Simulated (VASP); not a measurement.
Molecule: Cl2Cd, in a box.

```
Cl Cd
1.0
    13.00000    0.00000    0.00000
     0.00000   12.00000    0.00000
     0.00000    0.00000   11.00000
Cl Cd
2 1
Direct
  0.61880 0.61431 0.59199
  0.38320 0.38919 0.41419
  0.50098 0.50178 0.50308
```

Program: VASP 6.6.1. Alike in all runs: task single point; potentials or basis VASP PAW PBE potentials, release 64 (Cl, Cd); no spin polarisation; cell as given; k mesh 1 × 1 × 1; cutoff (eV) 520; smearing gaussian 0.01 eV.

Task: Order these runs on this cell by their band gap on the k mesh, lowest first.
A. level vdW-DF2
B. level revPBE
C. level r2SCAN0; grid for exact exchange (PRECFOCK) Normal; exchange at q = 0 truncated

Result: A (4.25 eV), B (4.54 eV), C (7.08 eV).

Runs at the PBE level aren't shown here.
